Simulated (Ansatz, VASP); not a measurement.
# TiClO (TiClO monolayer) in two plane-wave programs, part 2 of 3

One calculation is typed for both programs; each brings its own data sets. How far apart do they land? The cell is taken from a series of runs on this material, whose earlier steps may have relaxed, scaled, displaced or heated it; both programs get it as it stands.

VASP 6.6.1 and Ansatz 0.2.0.

So far: The starting structure; Ansatz: single point, PBEsol, DFT+U, pair 1.

## 3. VASP: single point, PBEsol, DFT+U, pair 1

Level of this step: PBEsol, DFT+U (Ti d 3.3 eV), spin-polarised from a ferromagnetic start; plane waves and PAW (Ti_sv, Cl, O) (VASP).

The same cell, functional, mesh and smearing now go to VASP, with its own data sets.

Lines of VASP's logs that name or quote its potential files are left out, and so is its time.

File INCAR:

```
SYSTEM = TiClO
PREC = Accurate
ENCUT = 520
EDIFF = 1E-06
NELM = 200
ISMEAR = -1
SIGMA = 0.05
LREAL = .FALSE.
ALGO = Normal
GGA = PS
NBANDS = 35
ISPIN = 2
MAGMOM = 0.68 0.68 0 0 -0.02 -0.02
LDAU = .TRUE.
LDAUTYPE = 2
LDAUL = 2 -1 -1
LDAUU = 3.3 0 0
LDAUJ = 0 0 0
LDAUPRINT = 1
LASPH = .TRUE.
LMAXMIX = 4
LORBIT = 11
LWAVE = .FALSE.
LCHARG = .FALSE.
ISIF = 2
GGA_COMPAT = .FALSE.
KPAR = 2
```

File POSCAR:

```
TiClO
1.0
    3.3800000000      0.0000000000      0.0000000000
    0.0000000000      3.7900000000      0.0000000000
    0.0000000000      0.0000000000     20.1392000000
Ti Cl O
2 2 2
Direct
    0.0000000000      0.5000000000      0.5486440000
    0.5000000000      0.0000000000      0.4513560000
    0.5000000000      0.5000000000      0.6275920000
    0.0000000000      0.0000000000      0.3724080000
    0.5000000000      0.5000000000      0.4740830000
    0.0000000000      0.0000000000      0.5259170000
```

File KPOINTS:

```
Automatic mesh
0
Gamma
8 7 1
0 0 0
```

Potentials, in the order of the species: Ti_sv, Cl and O (PBE family, release 64).

The run is started by

```sh
mpirun -np 2 vasp_std
```

Numbers of over 12 decimals in the logs are rounded to 6 here.

Output:

```text
[banner, memory and clock lines left out]
running    2 mpi-ranks, on    1 nodes
 distrk:  each k-point on    1 cores,    2 groups
 distr:  one band on    1 cores,    1 groups

 POSCAR found type information on POSCAR TiClO
 POSCAR found :  3 types and       6 ions
|                                                                             |
|               ----> ADVICE to this user running VASP <----                  |
|                                                                             |
|     You enforced a specific xc type in the INCAR file but a different       |
|     [... a line on the potential file left out ...]
|     I HOPE YOU KNOW WHAT YOU ARE DOING!                                     |
|                                                                             |

 LDA part: xc-table for (Slater+PW92), standard interpolation
 POSCAR, INCAR and KPOINTS ok, starting setup
 FFT: planning ... GRIDC
 FFT: planning ... GRID_SOFT
 FFT: planning ... GRID
 WAVECAR not read
 entering main loop
       N       E                     dE             d eps       ncg     rms          rms(c)
DAV:   1     0.582650707322E+03    0.58265E+03   -0.23528E+04  3160   0.126E+03
DAV:   2     0.359747631561E+02   -0.54668E+03   -0.52747E+03  3593   0.368E+02
DAV:   3    -0.427102917702E+02   -0.78685E+02   -0.77933E+02  4057   0.141E+02
DAV:   4    -0.491808444405E+02   -0.64706E+01   -0.64465E+01  4800   0.367E+01
DAV:   5    -0.496548085269E+02   -0.47396E+00   -0.47387E+00  3864   0.673E+00    0.234E+01
DAV:   6    -0.401233648463E+02    0.95314E+01   -0.45854E+01  4012   0.569E+01    0.951E+00
DAV:   7    -0.405335124182E+02   -0.41015E+00   -0.62979E+00  3595   0.163E+01    0.688E+00
DAV:   8    -0.409084752414E+02   -0.37496E+00   -0.16799E+00  3361   0.592E+00    0.363E+00
DAV:   9    -0.409795315953E+02   -0.71056E-01   -0.21697E-01  3537   0.382E+00    0.176E+00
DAV:  10    -0.409971923985E+02   -0.17661E-01   -0.59216E-02  3704   0.186E+00    0.868E-01
DAV:  11    -0.410237819208E+02   -0.26590E-01   -0.17962E-02  3655   0.966E-01    0.357E-01
DAV:  12    -0.410650700002E+02   -0.41288E-01   -0.82988E-03  3763   0.523E-01    0.255E-01
DAV:  13    -0.410921009050E+02   -0.27031E-01   -0.34989E-03  3573   0.250E-01    0.196E-01
DAV:  14    -0.411290871503E+02   -0.36986E-01   -0.57823E-03  3741   0.245E-01    0.128E-01
[...]
DAV:  21    -0.411810310113E+02   -0.44877E-04   -0.24512E-06  2857   0.618E-03    0.203E-03
DAV:  22    -0.411810724044E+02   -0.41393E-04   -0.25912E-06  2709   0.493E-03    0.123E-03
DAV:  23    -0.411810978118E+02   -0.25407E-04   -0.14039E-06  2714   0.319E-03    0.104E-03
DAV:  24    -0.411811140447E+02   -0.16233E-04   -0.76305E-07  2500   0.220E-03    0.591E-04
DAV:  25    -0.411811216048E+02   -0.75601E-05   -0.33086E-07  2436   0.152E-03    0.306E-04
DAV:  26    -0.411811242870E+02   -0.26822E-05   -0.10771E-07  2239   0.962E-04    0.226E-04
DAV:  27    -0.411811262468E+02   -0.19598E-05   -0.95762E-08  2202   0.799E-04    0.883E-05
DAV:  28    -0.411811269918E+02   -0.74498E-06   -0.45195E-08  2150   0.528E-04
   1 F= -.41181127E+02 E0= -.41181127E+02  d E =-.135494E-06  mag=     2.0000
```

OUTCAR, selected parts (step 3):

```text
ion  position               nearest neighbor table
   1  0.000  0.500  0.549-   6 1.95   6 1.95   5 2.26   5 2.26   3 2.32   3 2.32
   2  0.500  0.000  0.451-   5 1.95   5 1.95   6 2.26   6 2.26   4 2.32   4 2.32
   3  0.500  0.500  0.628-   1 2.32   1 2.32
   4  0.000  0.000  0.372-   2 2.32   2 2.32
   5  0.500  0.500  0.474-   2 1.95   2 1.95   1 2.26   1 2.26
   6  0.000  0.000  0.526-   1 1.95   1 1.95   2 2.26   2 2.26

  LATTYP: Found a simple orthorhombic cell.
 ALAT       =     3.3800000000
 B/A-ratio  =     1.1213017751
 C/A-ratio  =     5.9583431953

 Subroutine GETGRP returns: Found  8 space group operations
 (whereof  4 operations were pure point group operations)

The static configuration has the point symmetry C_2v.
 The point group associated with its full space group is D_2h.

 Found     20 irreducible k-points:

   k-points           NKPTS =     20   k-points in BZ     NKDIM =     20   number of bands    NBANDS=     35

   dimension x,y,z NGX =    28 NGY =   28 NGZ =  150
   dimension x,y,z NGXF=    56 NGYF=   56 NGZF=  300

   ENCUT  =  520.0 eV  38.22 Ry    6.18 a.u.   6.28  7.05 37.45*2*pi/ulx,y,z

   NELECT =      50.0000    total number of electrons

 k-points in reciprocal lattice and weights: Automatic mesh
   0.00000000  0.00000000  0.00000000       0.018
   0.12500000  0.00000000  0.00000000       0.036
   0.25000000  0.00000000  0.00000000       0.036
   0.37500000  0.00000000  0.00000000       0.036
   0.50000000  0.00000000  0.00000000       0.018
   0.00000000  0.14285714  0.00000000       0.036
   0.12500000  0.14285714  0.00000000       0.071
   0.25000000  0.14285714  0.00000000       0.071
   0.37500000  0.14285714  0.00000000       0.071
[...]
0.37500000  0.42857143  0.00000000       0.071
   0.50000000  0.42857143  0.00000000       0.036

atom =   1  type =  1  l = 2

 onsite density matrix

spin component  1

  0.0669  0.0000  0.0000  0.0000  0.0000
  0.0000  0.0848  0.0000  0.0000  0.0000
  0.0000  0.0000  0.7189  0.0000 -0.2665
  0.0000  0.0000  0.0000  0.1446  0.0000
  0.0000  0.0000 -0.2665  0.0000  0.3467

spin component  2

  0.0584  0.0000  0.0000  0.0000  0.0000
  0.0000  0.0727  0.0000  0.0000  0.0000
  0.0000  0.0000  0.0587  0.0000  0.0613
  0.0000  0.0000  0.0000  0.1302  0.0000
  0.0000  0.0000  0.0613  0.0000  0.1522

 occupancies and eigenvectors

  o =  0.0283  v =  0.0000  0.0000  0.0000  0.0000  0.0000  0.0000  0.0000 -0.8962  0.0000  0.4436      0.0000  0.0000  0.0000  0.0000  0.0000  0.0000  0.0000  0.0000  0.0000  0.0000
  o =  0.0584  v =  0.0000  0.0000  0.0000  0.0000  0.0000  1.0000  0.0000  0.0000  0.0000  0.0000      0.0000  0.0000  0.0000  0.0000  0.0000  0.0000  0.0000  0.0000  0.0000  0.0000
  o =  0.0669  v =  1.0000  0.0000  0.0000  0.0000  0.0000  0.0000  0.0000  0.0000  0.0000  0.0000      0.0000  0.0000  0.0000  0.0000  0.0000  0.0000  0.0000  0.0000  0.0000  0.0000
  o =  0.0727  v =  0.0000  0.0000  0.0000  0.0000  0.0000  0.0000  1.0000  0.0000  0.0000  0.0000      0.0000  0.0000  0.0000  0.0000  0.0000  0.0000  0.0000  0.0000  0.0000  0.0000
  o =  0.0848  v =  0.0000  1.0000  0.0000  0.0000  0.0000  0.0000  0.0000  0.0000  0.0000  0.0000      0.0000  0.0000  0.0000  0.0000  0.0000  0.0000  0.0000  0.0000  0.0000  0.0000
  o =  0.1302  v =  0.0000  0.0000  0.0000  0.0000  0.0000  0.0000  0.0000  0.0000 -1.0000  0.0000      0.0000  0.0000  0.0000  0.0000  0.0000  0.0000  0.0000  0.0000  0.0000  0.0000
  o =  0.1446  v =  0.0000  0.0000  0.0000  1.0000  0.0000  0.0000  0.0000  0.0000  0.0000  0.0000      0.0000  0.0000  0.0000  0.0000  0.0000  0.0000  0.0000  0.0000  0.0000  0.0000
  o =  0.1826  v =  0.0000  0.0000  0.0000  0.0000  0.0000  0.0000  0.0000 -0.4436  0.0000 -0.8962      0.0000  0.0000  0.0000  0.0000  0.0000  0.0000  0.0000  0.0000  0.0000  0.0000
  o =  0.2078  v =  0.0000  0.0000 -0.4623  0.0000 -0.8867  0.0000  0.0000  0.0000  0.0000  0.0000      0.0000  0.0000  0.0000  0.0000  0.0000  0.0000  0.0000  0.0000  0.0000  0.0000
  o =  0.8579  v =  0.0000  0.0000 -0.8867  0.0000  0.4623  0.0000  0.0000  0.0000  0.0000  0.0000      0.0000  0.0000  0.0000  0.0000  0.0000  0.0000  0.0000  0.0000  0.0000  0.0000

atom =   2  type =  1  l = 2

 onsite density matrix

spin component  1

spin component  2

  0.0584  0.0000  0.0000  0.0000  0.0000
  0.0000  0.0727  0.0000  0.0000  0.0000
[...]
o =  0.0584  v =  0.0000  0.0000  0.0000  0.0000  0.0000  1.0000  0.0000  0.0000  0.0000  0.0000      0.0000  0.0000  0.0000  0.0000  0.0000  0.0000  0.0000  0.0000  0.0000  0.0000
  o =  0.0669  v =  1.0000  0.0000  0.0000  0.0000  0.0000  0.0000  0.0000  0.0000  0.0000  0.0000      0.0000  0.0000  0.0000  0.0000  0.0000  0.0000  0.0000  0.0000  0.0000  0.0000
  o =  0.0727  v =  0.0000  0.0000  0.0000  0.0000  0.0000  0.0000  1.0000  0.0000  0.0000  0.0000      0.0000  0.0000  0.0000  0.0000  0.0000  0.0000  0.0000  0.0000  0.0000  0.0000
  o =  0.0848  v =  0.0000  1.0000  0.0000  0.0000  0.0000  0.0000  0.0000  0.0000  0.0000  0.0000      0.0000  0.0000  0.0000  0.0000  0.0000  0.0000  0.0000  0.0000  0.0000  0.0000
  o =  0.1302  v =  0.0000  0.0000  0.0000  0.0000  0.0000  0.0000  0.0000  0.0000 -1.0000  0.0000      0.0000  0.0000  0.0000  0.0000  0.0000  0.0000  0.0000  0.0000  0.0000  0.0000
  o =  0.1446  v =  0.0000  0.0000  0.0000  1.0000  0.0000  0.0000  0.0000  0.0000  0.0000  0.0000      0.0000  0.0000  0.0000  0.0000  0.0000  0.0000  0.0000  0.0000  0.0000  0.0000
  o =  0.1826  v =  0.0000  0.0000  0.0000  0.0000  0.0000  0.0000  0.0000 -0.4436  0.0000 -0.8962      0.0000  0.0000  0.0000  0.0000  0.0000  0.0000  0.0000  0.0000  0.0000  0.0000
  o =  0.2078  v =  0.0000  0.0000 -0.4623  0.0000 -0.8867  0.0000  0.0000  0.0000  0.0000  0.0000      0.0000  0.0000  0.0000  0.0000  0.0000  0.0000  0.0000  0.0000  0.0000  0.0000
  o =  0.8579  v =  0.0000  0.0000 -0.8867  0.0000  0.4623  0.0000  0.0000  0.0000  0.0000  0.0000      0.0000  0.0000  0.0000  0.0000  0.0000  0.0000  0.0000  0.0000  0.0000  0.0000

 average (electrostatic) potential at core
       1 -82.9184       2 -82.9184       3 -97.6181       4 -97.6181       5 -77.1401
       6 -77.1401

 E-fermi :  -0.8166

 spin component 1
 k-point     1 :       0.0000    0.0000    0.0000
  band No.  band energies     occupation
    ...
     22      -4.7683      1.00000
     23      -4.6892      1.00000
     24      -4.1120      1.00000
     25      -2.3545      1.00000
     26      -2.2206      1.00000
     27      -0.1533      0.00000
     28       0.7354      0.00000
     29       1.3936      0.00000
     30       1.5574      0.00000
     31       1.8740      0.00000
    ...

 k-point     2 :       0.1250    0.0000    0.0000
  band No.  band energies     occupation
    ...
     22      -4.7527      1.00000
     23      -4.6637      1.00000
     24      -4.4751      1.00000
     25      -2.1418      1.00000
     26      -2.0112      1.00000
     27      -0.1357      0.00000
     28       0.6475      0.00000
     29       1.3174      0.00000
     30       1.5093      0.00000
     31       1.9259      0.00000
    ...

 k-point     3 :       0.2500    0.0000    0.0000
  band No.  band energies     occupation
    ...
     22      -4.6638      1.00000
     23      -4.6560      1.00000
     24      -4.6445      1.00000
     25      -1.8178      1.00000
     26      -1.7466      1.00000
     27      -0.0598      0.00000
     28       0.4559      0.00000
     29       1.1180      0.00000
     30       1.3550      0.00000
     31       1.7797      0.00000
    ...

 k-point     4 :       0.3750    0.0000    0.0000
  band No.  band energies     occupation
    ...
     22      -4.7502      1.00000
     23      -4.5495      1.00000
     24      -4.5446      1.00000
     25      -1.6351      1.00000
     26      -1.6169      1.00000
     27       0.0812      0.00000
     28       0.2906      0.00000
     29       0.9100      0.00000
     30       1.1122      0.00000
     31       1.8638      0.00000
    ...

 k-point     5 :       0.5000    0.0000    0.0000
  band No.  band energies     occupation
    ...
     22      -4.8198      1.00000
     23      -4.4978      1.00000
     24      -4.4978      1.00000
     25      -1.5898      1.00000
     26      -1.5898      1.00000
     27       0.2000      0.00000
     28       0.2000      0.00000
     29       0.8969      0.00000
     30       0.8969      0.00000
     31       1.9986      0.00000
    ...

 k-point     6 :       0.0000    0.1429    0.0000
  band No.  band energies     occupation
    ...
     22      -4.8256      1.00000
     23      -4.4669      1.00000
     24      -4.3231      1.00000
     25      -2.3042      1.00000
     26      -2.2447      1.00000
     27       0.1778      0.00000
     28       0.8212      0.00000
     29       1.0449      0.00000
     30       1.0686      0.00000
     31       2.2082      0.00000
    ...

  Total        4.7267706      2.6517569      3.5550184      0.0000000      0.0000000      0.0000000
  in kB       29.3546550     16.4682011     22.0777246      0.0000000      0.0000000      0.0000000
  external PRESSURE =      22.6335269 kB  Pullay stress =       0.0000000 kB

  energy-cutoff  :      520.00
  volume of cell :      257.99
      direct lattice vectors                 reciprocal lattice vectors
     3.380000000  0.000000000  0.000000000     0.295857988  0.000000000  0.000000000
     0.000000000  3.790000000  0.000000000     0.000000000  0.263852243  0.000000000
     0.000000000  0.000000000 20.139200000     0.000000000  0.000000000  0.049654405

 POSITION                                       TOTAL-FORCE (eV/Angst)
 -----------------------------------------------------------------------------------
      0.00000      1.89500     11.04925         0.000000      0.000000     -1.360889
      1.69000      0.00000      9.08995         0.000000      0.000000      1.360889
      1.69000      1.89500     12.63920         0.000000      0.000000      1.350874
      0.00000      0.00000      7.50000         0.000000      0.000000     -1.350874
      1.69000      1.89500      9.54765         0.000000      0.000000      0.609579
      0.00000      0.00000     10.59155         0.000000      0.000000     -0.609579
 -----------------------------------------------------------------------------------
    total drift:                                0.000000      0.000000      0.000000

  FREE ENERGIE OF THE ION-ELECTRON SYSTEM (eV)
  ---------------------------------------------------
  free  energy   TOTEN  =       -41.1811269918 eV

  energy  without entropy=      -41.1811268563  energy(sigma->0) =      -41.18112692

 total charge
# of ion       s       p       d       tot
------------------------------------------
    1        2.184   6.199   1.810  10.193
    2        2.184   6.199   1.810  10.193
    3        1.591   3.570   0.000   5.161
    4        1.591   3.570   0.000   5.161
    5        1.557   3.508   0.000   5.065
    6        1.557   3.508   0.000   5.065
--------------------------------------------------
tot         10.663  26.554   3.620  40.837

 magnetization (x)
# of ion       s       p       d       tot
------------------------------------------
    1        0.009   0.007   0.885   0.901
    2        0.009   0.007   0.885   0.901
    3       -0.001  -0.004   0.000  -0.005
    4       -0.001  -0.004   0.000  -0.005
    5       -0.001  -0.016   0.000  -0.017
    6       -0.001  -0.016   0.000  -0.017
--------------------------------------------------
tot          0.013  -0.027   1.771   1.757

[... 6 further parts left out ...]
```

The magnetic state follows from one typed start and may not be the lowest.

## 4. Differences

Known differences besides the potentials themselves: VASP starts from the moments at which Ansatz ended; U acts on the PAW sphere in VASP and on atomic orbitals in Ansatz, so only states and trends compare; the cutoff is 420 eV in Ansatz and 520 eV in VASP; Ansatz makes its cores anew for this functional, VASP keeps those of its PBE data sets; site moments are counted in spheres of each program's own size. Total energies have different zeros and are not compared.

Compared:

```
              quantity  Ansatz   VASP  difference
gap on the k mesh (eV)   1.910  1.430      +0.480
     total moment (μB)    2.00   2.00        0.00
    moment on Ti1 (μB)    0.68   0.90       -0.22
    moment on Ti2 (μB)    0.68   0.90       -0.22
```

A gap on the mesh is an upper bound, since the band edges may lie between its points. Where the cell holds vacuum, a pressure given here is an average over it and none of the material.

## 5. Ansatz: single point, PBEsol, DFT+U, pair 2

With cell and atoms fixed, the geometry can't cause a difference; cores, projectors, grids and the points listed under the comparison can.

The cell is taken from a series of runs on this material, whose earlier steps may have relaxed, scaled, displaced or heated it; both programs get it as it stands.

File input.yaml:

```yaml
crystal:
  lattice:
    - [3.38, 0.0, 0.0]
    - [0.0, 3.79, 0.0]
    - [0.0, 0.0, 20.1392]
  atoms:
    - { symbol: Ti, position: [0.0, 0.5, 0.548644], spin: 1.0 }
    - { symbol: Ti, position: [0.5, 0.0, 0.451356], spin: 1.0 }
    - { symbol: Cl, position: [0.5, 0.5, 0.627592] }
    - { symbol: O, position: [0.5, 0.5, 0.474083] }
    - { symbol: O, position: [0.0, 0.0, 0.525917] }
    - { symbol: Cl, position: [0.0, 0.0, 0.372408] }
magnetization:
  spin_polarized: true
kpoints:
  mp_grid: { grid: [8, 7, 1] }
hamiltonian:
  xc: pbesol
  hubbard:
    sites: [{ species: Ti, l: d, u_eff: 2.1 }]
    projectors: ortho-atomic
scf:
  occupations: { method: fermi_dirac, width: 0.048 }
output:
  eigenvalues: true
```

The run is started by

```sh
ansatz run input.yaml --threads 4 --pin off --max-ram 8192MiB --backend cpu --events-out ev --progress --plain --runs-dir out
```

Output:

```text
[...]
Crystal: 6 atoms, lattice volume = 257.987 Å³
Basis set: ecut = 420 eV, 5069 PW (Γ)
Bands: 32, of which v1, the nominal top of the filled ones, is band 25 counted from 1 (24 counted from 0)
Symmetry: 8 space group operations
[...]
k-points: 20 of 56
[...]
Starting moments: Σ|m| = 2 μB on 2 of 6 sites
[...]
k-point 1 ↑: bands = [... 21 lower, -3.7615, -3.4037, -3.2675, -1.1468, -1.0561, 0.9464, 1.5313, 1.8129, ... 3 higher]
  k-point 2 ↑: bands = [... 21 lower, -3.7394, -3.6265, -3.2442, -1.1571, -1.1320, 1.5621, 1.6470, 1.6633, ... 3 higher]
  k-point 19 ↓: bands = [... 21 lower, -4.3126, -3.7602, -3.7602, 1.7738, 1.7738, 2.5012, 2.5012, 3.3679, ... 3 higher]
Occupation matrices written to <dir>
[key lines of the parts left out:]
SCF converged after 17 iterations
Magnetization: 2.0000 μB (26.0000 up, 24.0000 down)
Free energy (F): -8196.850756 eV
Fermi energy:    0.208031 eV
```

(Part 2 of 3 ends here.)

[Lines on the potential files, build, host, timing and source positions are cut from VASP's logs without a mark.]

[Logs are printed without paths, hosts, clocks, repeated set-up lines and the standing remarks that a program may print on its own settings, such as how far it seeks lower states.]

[Hosts, paths, dates, database ids (printed as entryN), source tags and the programs' standing remarks are cut or masked in the printed files.]
